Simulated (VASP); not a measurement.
# Na3Sc (Fm-3m) in VASP: notebook

The runs below take Na3Sc through relaxation of cell and atoms, relaxation of the atoms, with PBE, RPBE, AM05.

Everything below comes from runs of VASP 6.6.1. Logs are shortened: lines on timing, memory, paths and dates and some standing lists are left out, and cuts for length are marked.

### Step 1. The structure

The structure is cubic, space group Fm-3m (No. 225). Conventional cell: a = 6.793 Å, b = 6.793 Å, c = 6.793 Å, α = 90.00°, β = 90.00°, γ = 90.00°. Na (site symmetry -43m) is surrounded by 4 Na at 2.94 Å and 4 Sc at 2.94 Å. Na (site symmetry m-3m) is surrounded by 8 Na at 2.94 Å. Around Sc (site symmetry m-3m) lie 8 Na at 2.94 Å.

The cell was built by a generator and needn't be a form met in nature.

### Step 2. Relaxation of cell and atoms, PBE

Contents of INCAR:

```
  PREC = Accurate
  ENCUT = 600
  EDIFF = 1E-6
  ISMEAR = 1
  SIGMA = 0.2
  LREAL = False
  LASPH = True
  NELM = 60
  ALGO = Normal
  ISIF = 3
  LWAVE = False
  LCHARG = False
  GGA = PE
  IBRION = 2
  NSW = 40
  EDIFFG = -0.01
```

Contents of KPOINTS:

```
Automatic mesh
0
Gamma
  7 7 7
```

Contents of POSCAR:

```
Na3Sc
1.0
    0.0000000000      3.3965029400      3.3965029400
    3.3965029400      0.0000000000      3.3965029400
    3.3965029400      3.3965029400      0.0000000000
Na Sc
3 1
Direct
    0.2500000000      0.2500000000      0.2500000000
    0.7500000000      0.7500000000      0.7500000000
    0.5000000000      0.5000000000      0.5000000000
    0.0000000000      0.0000000000      0.0000000000
```

Potentials or basis: VASP PAW PBE potentials, release 64 (Na_pv, Sc_sv).

The run is started by

```bash
> cat potpaw_PBE.64/Na_pv/POTCAR potpaw_PBE.64/Sc_sv/POTCAR > POTCAR
> mpirun -np 1 vasp_std > vasp.out
```

OUTCAR:

```text
PREC = Accurate
   ENCUT = 600
   EDIFF = 1E-6
   ISMEAR = 1
   LREAL = False
   LASPH = True
   NELM = 60
   ISIF = 3
   GGA = PE
   IBRION = 2
   NSW = 40
   EDIFFG = -0.01

 ion  position               nearest neighbor table
   1  0.250  0.250  0.250-   4 2.94   4 2.94   4 2.94   4 2.94
   2  0.750  0.750  0.750-   4 2.94   4 2.94   4 2.94   4 2.94
   3  0.500  0.500  0.500-
   4  0.000  0.000  0.000-   1 2.94   2 2.94   2 2.94   2 2.94   2 2.94   1 2.94   1 2.94   1 2.94

  LATTYP: Found a face centered cubic cell.
 ALAT       =     6.7930058800

  Lattice vectors:

 A1 = (   0.0000000000,   3.3965029400,   3.3965029400)
 A2 = (   3.3965029400,   0.0000000000,   3.3965029400)
 A3 = (   3.3965029400,   3.3965029400,   0.0000000000)

Analysis of symmetry for initial positions (statically):
=====================================================================
 Subroutine PRICEL returns:
 Original cell was already a primitive cell.

 Routine SETGRP: Setting up the symmetry group for a
 face centered cubic supercell.

 Subroutine GETGRP returns: Found 48 space group operations
 (whereof 48 operations were pure point group operations)
 out of a pool of 48 trial point group operations.

The static configuration has the point symmetry O_h .

Analysis of symmetry for dynamics (positions and initial velocities):
=====================================================================
 Subroutine PRICEL returns:
 Original cell was already a primitive cell.

 Routine SETGRP: Setting up the symmetry group for a
 face centered cubic supercell.

 Subroutine GETGRP returns: Found 48 space group operations
 (whereof 48 operations were pure point group operations)
 out of a pool of 48 trial point group operations.

The dynamic configuration has the point symmetry O_h .

 Subroutine INISYM returns: Found 48 space group operations
 (whereof 48 operations are pure point group operations),
 and found     1 'primitive' translations

----------------------------------------------------------------------------------------

                                     Primitive cell

  volume of cell :      78.3657

  direct lattice vectors                    reciprocal lattice vectors
     0.000000000  3.396502940  3.396502940    -0.147210236  0.147210236  0.147210236
     3.396502940  0.000000000  3.396502940     0.147210236 -0.147210236  0.147210236
[... 73 lines left out ...]
   NGXF,Y,Z  is equivalent  to a cutoff of  27.69, 27.69, 27.69 a.u.
 SYSTEM =  unknown system
   PREC   = accura    normal or accurate (medium, high low for compatibility)
   ISTART =      0    job   : 0-new  1-cont  2-samecut
   ICHARG =      2    charge: 1-file 2-atom 10-const
   ISPIN  =      1    spin polarized calculation?
   LNONCOLLINEAR =      F non collinear calculations
   LSORBIT =      F    spin-orbit coupling
   LASPH  =      T    aspherical Exc in radial PAW
   ENCUT  =  600.0 eV  44.10 Ry    6.64 a.u.   9.59  9.59  9.59*2*pi/ulx,y,z
   NELM   =     60;   NELMIN=  2; NELMDL= -5     # of ELM steps
   EDIFF  = 0.1E-05   stopping-criterion for ELM
   LREAL  =      F    real-space projection
   EDIFFG = -.1E-01   stopping-criterion for IOM
   NSW    =     40    number of steps for IOM
   IBRION =      2    ionic relax: 0-MD 1-quasi-New 2-CG
   NFREE  =      1    steps in history (QN), initial steepest desc. (CG)
   ISIF   =      3    stress and relaxation
   ISYM   =      2    0-nonsym 1-usesym 2-fastsym
   POTIM  = 0.5000    time-step for ionic-motion
   TEBEG  =    0.0;   TEEND  =   0.0 temperature during run
   PSTRESS=    0.0 pullay stress
   NELECT =      32.0000    total number of electrons
   NUPDOWN=      -1.0000    fix difference up-down
   EMIN   =  10.00;   EMAX   =-10.00  energy-range for DOS
   EFERMI =   0.00;   METHOD = LEGACY
   ISMEAR =     1;   SIGMA  =   0.20  broadening in eV -4-tet -1-fermi 0-gaus
   EFERMI_NEDOS =   21; number of points for ismear=-14 and -15
   IALGO  =     38    algorithm
   IMIX   =      4    mixing-type and parameters
     AMIX     =   0.40;   BMIX     =  1.00
     AMIX_MAG =   1.60;   BMIX_MAG =  1.00
  volume/ion in A,a.u.               =      19.59       132.21
  Fermi-wavevector in a.u.,A,eV,Ry     =   1.214552  2.295171 20.070456  1.475137
  Thomas-Fermi vector in A             =   2.349968
   LORBIT       =      0    0 simple, 1 ext, 2 COOP (PROOUT), +10 PAW based schemes
   GGA     = PE    functional components
   LHFCALC =     F    Hartree Fock is set to
   AEXX    =    0.0000 exact exchange contribution
   IVDW    =     0    specifies the selected vdW correction
   LEPSILON=     F    determine dielectric tensor
   LRPA    =     F    only Hartree local field effects (RPA)
 conjugate gradient relaxation of ions
 non-spin polarized calculation
 Methfessel and Paxton  Order N= 1 SIGMA  =   0.20
  energy-cutoff  :      600.00
  volume of cell :       78.37
 maximum number of plane-waves:      2685
   NGX = 19   NGY = 19   NGZ = 19

--------------------------------------- Ionic step        1  -------------------------------------------

 number of electron      31.9999982 magnetization

 Free energy of the ion-electron system (eV)
  ---------------------------------------------------
  ext. energy  EPLUGINS =         0.00000000
  ---------------------------------------------------
  free energy    TOTEN  =        -6.54782242 eV

  energy without entropy =       -6.54838929  energy(sigma->0) =       -6.54801137

------------------------ aborting loop because EDIFF is reached ----------------------------------------

  FORCE on cell =-STRESS in cart. coord.  units (eV):
  Direction    XX          YY          ZZ          XY          YZ          ZX
  --------------------------------------------------------------------------------------
  -------------------------------------------------------------------------------------
  Total        8.5147602      8.5147602      8.5147602      0.0000000     -0.0000000      0.0000000
  in kB      174.0832658    174.0832658    174.0832658      0.0000000     -0.0000000      0.0000000
  external PRESSURE =     174.0832658 kB  Pullay stress =       0.0000000 kB
[... 139 lines left out ...]
--------------------------------------- Ionic step        5  -------------------------------------------

 number of electron      32.0000006 magnetization

 Free energy of the ion-electron system (eV)
  ---------------------------------------------------
  ext. energy  EPLUGINS =         0.00000000
  ---------------------------------------------------
  free energy    TOTEN  =        -8.37791734 eV

  energy without entropy =       -8.38167700  energy(sigma->0) =       -8.37917056

 E-fermi :   1.0770     XC(G=0):  -7.4425

 val. band max:        1.0363694117   @ k =   0.2857   0.2857   0.0000
 cond. band min:       1.0886682905   @ k =   0.4286   0.1429   0.0000
 fundamental gap:      0.0522988789
 Fermi energy:         1.0769885426

 k-point     1 :       0.0000    0.0000    0.0000
  band No.  band energies     occupation
      1     -49.8622      2.00000
      2     -28.4702      2.00000
      3     -28.4702      2.00000
      4     -28.4702      2.00000
      5     -23.2610      2.00000
      6     -23.2610      2.00000
[... 480 lines left out ...]
  FREE ENERGIE OF THE ION-ELECTRON SYSTEM (eV)
  ---------------------------------------------------
  free  energy   TOTEN  =        -8.3779173416 eV

  energy  without entropy=       -8.3816769969  energy(sigma->0) =       -8.37917056

 reached required accuracy - stopping structural energy minimisation
```

OSZICAR:

```text
N       E                     dE             d eps       ncg     rms          rms(c)
[... 63 lines left out ...]
DAV:   2    -0.843751469614E+01    0.24438E-01   -0.13498E+00  1196   0.737E+00    0.137E+00
DAV:   3    -0.838235189435E+01    0.55163E-01   -0.26659E-01  1196   0.273E+00    0.465E-01
DAV:   4    -0.837892142355E+01    0.34305E-02   -0.27996E-02  1248   0.130E+00    0.177E-01
DAV:   5    -0.837796172014E+01    0.95970E-03   -0.56510E-03  1232   0.516E-01    0.282E-02
DAV:   6    -0.837795153006E+01    0.10190E-04   -0.42206E-04  1216   0.202E-01    0.325E-02
DAV:   7    -0.837791678679E+01    0.34743E-04   -0.15643E-04  1204   0.669E-02    0.313E-03
DAV:   8    -0.837791727910E+01   -0.49230E-06   -0.10132E-05  1100   0.153E-02    0.180E-03
DAV:   9    -0.837791734164E+01   -0.62540E-07   -0.26018E-07   492   0.679E-03
   5 F= -.83779173E+01 E0= -.83791706E+01  d E =-.183009E+01
```

CONTCAR:

```text
Na3Sc
   1.00000000000000
    -0.0000000000000000    3.9981716569617562    3.9981716569617562
     3.9981716569617562   -0.0000000000000000    3.9981716569617562
     3.9981716569617562    3.9981716569617562   -0.0000000000000000
  Na              Sc
     3     1
Direct
     0.2500000000000000    0.2500000000000000    0.2500000000000000
     0.7500000000000000    0.7500000000000000    0.7500000000000000
     0.5000000000000000    0.5000000000000000    0.5000000000000000
     0.0000000000000000    0.0000000000000000    0.0000000000000000

  0.00000000E+00  0.00000000E+00  0.00000000E+00
  0.00000000E+00  0.00000000E+00  0.00000000E+00
  0.00000000E+00  0.00000000E+00  0.00000000E+00
  0.00000000E+00  0.00000000E+00  0.00000000E+00
```

Wall time 87 s (1 thread of Intel Xeon 6975P-C (Granite Rapids), shared host); peak memory 0.25 GiB.

Results:

| Item | Value |
| --- | --- |
| Free energy | -8.3779 eV |
| Relaxed volume | 31.96 Å³/atom |
| Relaxed cell | a = 5.654 Å, b = 5.654 Å, c = 5.654 Å, α = 60.00°, β = 60.00°, γ = 60.00° |
| Space group after relaxing (to 0.05 Å) | Fm-3m (No. 225) |
| Energy gained by relaxing | 457.5 meV/atom |
| Ionic steps | 5 |
| Pressure after relaxing | 0.0 GPa |
| Band gap on the k mesh | none (metal or under the smearing width) |

The path:
```csv
step,energy change (eV),largest force (eV/Å),pressure (GPa),volume (Å³)
1,0.0000,0.0000,17.41,78.37
2,-1.5816,0.0000,4.08,105.07
3,-1.8004,0.0000,1.13,119.11
4,-1.8288,0.0000,0.22,125.90
5,-1.8301,0.0000,-0.01,127.82
```

Final structure:
```xyz
4
Lattice="0.0000 3.9982 3.9982 3.9982 0.0000 3.9982 3.9982 3.9982 0.0000" Properties=species:S:1:pos:R:3 pbc="T T T"
Na    1.9991    1.9991    1.9991
Na    5.9973    5.9973    5.9973
Na    3.9982    3.9982    3.9982
Sc    0.0000    0.0000    0.0000
```

Caveat: the volume moved by over 15 % at a fixed basis, so the end points are rough.

### Step 3. Relaxation of the atoms, RPBE

Contents of INCAR:

```
PREC = Accurate
ENCUT = 520
EDIFF = 1E-6
ISMEAR = 1
SIGMA = 0.2
LREAL = False
LASPH = True
NELM = 100
ALGO = Normal
ISIF = 2
LWAVE = False
LCHARG = False
GGA = RP
IBRION = 2
NSW = 40
EDIFFG = -0.01
```

Contents of KPOINTS:

```
regular mesh
0
Gamma
  7 7 7
```

POSCAR is that of step 2.

Potentials or basis: VASP PAW PBE potentials, release 64 (Na_pv, Sc_sv).

The run is started by

```bash
> cat potpaw_PBE.64/Na_pv/POTCAR potpaw_PBE.64/Sc_sv/POTCAR > POTCAR
> mpirun -np 1 vasp_std > vasp.out
```

Run time: 12 s. Hardware: 1 thread of Intel Xeon 6975P-C (Granite Rapids), shared host; peak memory 0.2 GiB.

It converged, with:

- Free energy: -5.4704 eV
- Pressure after relaxing: 19.5 GPa
- Band gap on the k mesh: none (metal or under the smearing width)

Final structure:
```
Na Sc
1.0
     0.00000    3.39650    3.39650
     3.39650    0.00000    3.39650
     3.39650    3.39650    0.00000
Na Sc
3 1
Direct
  0.25000 0.25000 0.25000
  0.75000 0.75000 0.75000
  0.50000 0.50000 0.50000
  0.00000 0.00000 0.00000
```

Levels at points of the mesh, in eV from the Fermi level:
| k point | band 12 | band 13 | band 14 | band 15 | band 16 | band 17 | band 18 | band 19 | band 20 |
| --- | --- | --- | --- | --- | --- | --- | --- | --- | --- |
| (0.00, 0.00, 0.00) | -24.09 | -24.09 | -5.04 | 0.17 | 0.17 | 0.17 | 0.57 | 0.57 | 3.76 |

Caveat: the relaxation stopped at its first step, so nothing moved; the PAW data sets were made with another functional, which shifts forces and pressure a little.

### Step 4. Relaxation of the atoms, AM05

Contents of run.py:

```python
from ase import Atoms
from ase.calculators.vasp import Vasp
from ase.optimize import BFGS

atoms = Atoms(
    ['Na', 'Na', 'Na', 'Sc'],
    cell=[[0.0, 3.39650294, 3.39650294], [3.39650294, 0.0, 3.39650294], [3.39650294, 3.39650294, 0.0]],
    scaled_positions=[[0.25, 0.25, 0.25], [0.75, 0.75, 0.75], [0.5, 0.5, 0.5], [0.0, 0.0, 0.0]],
    pbc=True,
)
calc = Vasp(
    directory='calc',
    xc='am05',
    pp='PBE',
    setups='gw',
    prec='Accurate',
    encut=600,
    ediff=1e-07,
    ismear=-1,
    sigma=0.02,
    lreal='On',
    lasph=True,
    nelm=80,
    algo='Normal',
    isif=2,
    lwave=False,
    lcharg=False,
    kpts=[7, 7, 7],
    gamma=True,
)
atoms.calc = calc
opt = BFGS(atoms, trajectory='relax.traj')
converged = opt.run(fmax=0.01, steps=40)
print('converged:', converged)

print('energy (eV):', atoms.get_potential_energy())
print('free energy (eV):', atoms.get_potential_energy(force_consistent=True))
print('forces (eV/A):')
print(atoms.get_forces())
print('stress (eV/A^3, Voigt):', atoms.get_stress())
print('Fermi level (eV):', calc.get_fermi_level())
print('cell (A, degrees):', atoms.cell.cellpar())
print('volume (A^3):', atoms.get_volume())
print('scaled positions:')
print(atoms.get_scaled_positions())
```

Potentials or basis: VASP PAW PBE potentials, release 64 (Na_sv_GW, Sc_sv_GW).

The run is started by

```bash
> python run.py
```

Wall time 49 s (1 thread of Intel Xeon 6975P-C (Granite Rapids), shared host); peak memory 0.24 GiB.

These settings aren't checked as converged (typed here: ISMEAR = -1; SIGMA = 0.02; LREAL = On): the numbers below hold their error.

What came out:

```
Free energy             : -14.7770 eV
Pressure after relaxing : 11.7 GPa
Band gap on the k mesh  : none (metal or under the smearing width)
```

Caveat: the relaxation stopped at its first step, so nothing moved; the PAW data sets were made with another functional, which shifts forces and pressure a little.

### Step 5. The reference run

An earlier run on the cell as given: functional PBE; potentials or basis VASP PAW PBE potentials, release 64 (Na_pv, Sc_sv); cutoff 520 eV; k mesh 7 × 7 × 7; occupations fermi-dirac, width 0.05 eV; no spin polarisation.

- Pressure: 17.4 GPa
- Band gap on the k mesh: none (metal or under the smearing width)

### Step 6. Overview

| task | level | cell | cutoff (eV) | smearing | gap on the mesh (eV) | pressure (GPa) |
| --- | --- | --- | --- | --- | --- | --- |
| relaxation of cell and atoms | PBE | relaxed | 600 | methfessel-paxton 0.2 eV | none | 0.0 |
| relaxation of the atoms | RPBE | atoms relaxed | 520 | methfessel-paxton 0.2 eV | none | 19.5 |
| single point | PBE | as given | 520 | fermi-dirac 0.05 eV | none | 17.4 |

Alike in all rows: potentials or basis VASP PAW PBE potentials, release 64 (Na_pv, Sc_sv); no spin polarisation; k mesh 7 × 7 × 7.

Caveats: the volume moved by over 15 % at a fixed basis, so the end points are rough (some runs); the relaxation stopped at its first step, so nothing moved (some runs); the PAW data sets were made with another functional, which shifts forces and pressure a little (some runs); so large a pressure means that the cell lies far from this level's equilibrium, or that cutoff or potentials fall short (some runs).

Absolute energies hang on the potentials; compare differences alone.
